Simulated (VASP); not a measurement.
The input files of a VASP run:

POSCAR:
```
CdS
5.93640
  0.0000000000   0.5000000000   0.5000000000
  0.5000000000   0.0000000000   0.5000000000
  0.5000000000   0.5000000000   0.0000000000
Cd S
1 1
Cartesian
  0.0000000000   0.0000000000   0.0000000000
  0.2500000000   0.2500000000   0.2500000000
```

**INCAR**
```
ALGO = Normal
EDIFF = 1E-6
ENCUT = 425
GGA = PE
ISIF = 2
ISMEAR = 0
LASPH = .True.
LCHARG = .False.
LMAXMIX = 4
LREAL = .False.
LWAVE = .False.
NELM = 100
PREC = Accurate
SIGMA = 0.05
SYSTEM = CdS
```

File KPOINTS:
```
kpoints
0
Gamma
 7 7 7
```

POTCAR, in this order: Cd S (PBE.64 set). Program: vasp_std.

Question: Translate this PBE calculation to Quantum ESPRESSO's pw.x.

Answer: One equivalent input (not run):
```
&CONTROL
  calculation = 'scf'
  pseudo_dir = './pseudo'
  outdir = './out'
  tprnfor = .true.
  tstress = .true.
/
&SYSTEM
  ibrav = 0
  nat = 2
  ntyp = 2
  ecutwfc = 102
  occupations = 'smearing'
  smearing = 'gaussian'
  degauss = 0.003675
  input_dft = 'pbe'
/
&ELECTRONS
  conv_thr = 7.3e-08
  electron_maxstep = 100
/
ATOMIC_SPECIES
  Cd 112.414 Cd.upf
  S 32.060 S.upf
CELL_PARAMETERS angstrom
     0.0000000    2.9682000    2.9682000
     2.9682000    0.0000000    2.9682000
     2.9682000    2.9682000    0.0000000
ATOMIC_POSITIONS crystal
  Cd   0.0000000  0.0000000  0.0000000
  S    0.2500000  0.2500000  0.2500000
K_POINTS automatic
  7 7 7 0 0 0
```
What does not carry over: the potentials are each code's own (VASP's PAW set, PseudoDojo norm-conserving files in pw.x), so ENCUT and ecutwfc are chosen apart and not converted; conv_thr bounds pw.x's estimated SCF error, while EDIFF bounds the energy change between steps.

The compound is CdS in the zinc blende structure, a metastable form; wurtzite is the usual one. The cell was not relaxed at this level. The run is one of a series of settings (ENCUT = 425 against the base run), some of them coarse on purpose.
